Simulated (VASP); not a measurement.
Level of theory: PBE GGA, VASP's PBE PAW potentials (set 64) (plane waves; VASP).

VASP input:

INCAR:
```
LWAVE=.FALSE.
SIGMA=0.05
EDIFFG=-0.02   ! ionic stop
ENCUT=400   ! plane-wave cut-off (eV)
ALGO=Normal   ! blocked Davidson
SYSTEM=Cd2Hg2S4
EDIFF=1E-6   ! SCF stop (eV)
LMAXMIX=6   ! l cut-off of mixed one-centre charges
LREAL=.FALSE.
LASPH=.TRUE.
IBRION=2   ! conjugate gradients
NELM=100   ! most electronic steps
NSW=60
GGA=PE   ! PBE
PREC=Accurate
LCHARG=.FALSE.
ISMEAR=0
ISIF=3   ! ions, shape and volume
```

KPOINTS:
```
Automatic mesh
0
Gamma
4 4 4
0 0 0
```

File POSCAR:
```
Cd2Hg2S4
1.0
  5.9557781499   0.0000000000   0.0000000000
  0.0000000000   5.9557781499   0.0000000000
  0.0000000000   0.0000000000   5.9467907945
Hg S Cd
2 4 2
Cartesian
  0.0000000000   0.0000000000   0.0000000000
  2.9778890750   2.9778890750   0.0000000000
  1.4889445375   1.4889445375   1.5077103592
  4.4668336124   4.4668336124   1.5077103592
  4.4668336124   1.4889445375   4.4390804353
  1.4889445375   4.4668336124   4.4390804353
  2.9778890750   0.0000000000   2.9733953973
  0.0000000000   2.9778890750   2.9733953973
```

POTCAR, in this order: Hg S Cd (PBE.64 set). Program: vasp_std.

Unless said otherwise, spin-orbit coupling is left out, though it shifts the bands of the heavy elements here.

Question: Estimate the energy per atom (σ→0), volume per atom, band gap (on the k-mesh).

Answer: 
The energy per atom (σ→0) comes out as -2.671 eV/atom. The band gap (on the k-mesh) is 0.22 eV and the volume per atom is 26.49 Å³/atom.

**OSZICAR**
```
...
DAV:   1    -0.213813552704E+02   -0.14800E-01   -0.32390E-01  1637   0.443E+00    0.944E-01
DAV:   2    -0.213687127767E+02    0.12642E-01   -0.33556E-02  1624   0.168E+00    0.315E-01
DAV:   3    -0.213673078086E+02    0.14050E-02   -0.47805E-03  1698   0.444E-01    0.309E-01
DAV:   4    -0.213671400996E+02    0.16771E-03   -0.29617E-04  1590   0.113E-01    0.528E-02
DAV:   5    -0.213670831839E+02    0.56916E-04   -0.21246E-04  1818   0.121E-01    0.244E-02
DAV:   6    -0.213670826622E+02    0.52172E-06   -0.19520E-05  1658   0.239E-02    0.116E-02
DAV:   7    -0.213670822880E+02    0.37421E-06   -0.66942E-07   876   0.667E-03
   2 F= -.21367082E+02 E0= -.21367076E+02  d E =-.527222E-03
```

The structure was generated: Cd2Hg2S4 was put into an ordered model structure (P-4m2), which need not be its known phase. This run relaxes it. Symmetry was kept, so distortions that lower it aren't found. The start is the result of an earlier pass.
